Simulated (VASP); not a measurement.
A convergence study with VASP on InSb (zinc blende): one setting is varied, all else stays as given below, so the limit is that of these other settings.

```xyz
2
Lattice="0.0000 3.2400 3.2400 3.2400 0.0000 3.2400 3.2400 3.2400 0.0000" Properties=species:S:1:pos:R:3 pbc="T T T"
In     0.0000     0.0000     0.0000
Sb     1.6200     1.6200     1.6200
```

Computed with PBE GGA, VASP's PBE PAW potentials (set 64) (plane waves; VASP). The tightest run used: 550 eV cut-off, 16×16×16 Γ-centred mesh, Gaussian smearing of 0.050 eV, potentials In_d Sb.

Problem. The settings run are 1×1×1 mesh; 2×2×2 mesh; 3×3×3 mesh; 5×5×5 mesh; 6×6×6 mesh; 7×7×7 mesh; 9×9×9 mesh; 10×10×10 mesh; 11×11×11 mesh; 12×12×12 mesh; 13×13×13 mesh; 15×15×15 mesh; 16×16×16 mesh. From which on does the energy per atom stay within 0.002 eV/atom of the tightest run?

Solution. From 9×9×9 mesh on: it is off by 0.0013 there and by no more than 0.002 in any finer run, while 7×7×7 mesh is off by 0.0053.
```
setting        E (eV/atom)  pressure (GPa)  irreducible k-points  difference judged (eV/atom)
-------------  -----------  --------------  --------------------  ---------------------------
1×1×1 mesh          3.8405           59.76                     1                       7.2946
2×2×2 mesh         -2.4686            9.92                     3                       0.9855
3×3×3 mesh         -3.2134            4.76                     4                       0.2407
5×5×5 mesh         -3.4260            3.28                    10                       0.0281
6×6×6 mesh         -3.4424            3.16                    16                       0.0117
7×7×7 mesh         -3.4488            3.12                    20                       0.0053
9×9×9 mesh         -3.4528            3.09                    35                       0.0013
10×10×10 mesh      -3.4534            3.08                    47                       0.0007
11×11×11 mesh      -3.4537            3.08                    56                       0.0004
12×12×12 mesh      -3.4539            3.08                    72                       0.0002
13×13×13 mesh      -3.4540            3.08                    84                       0.0001
15×15×15 mesh      -3.4541            3.08                   120                       0.0000
16×16×16 mesh      -3.4541            3.08                   145                       0.0000
```

Left out are rungs that failed or repeat a setting and relaxations that didn't move; long series are thinned to 24 rows.

The compound is InSb in the zinc blende structure. The cell was not relaxed at this level.
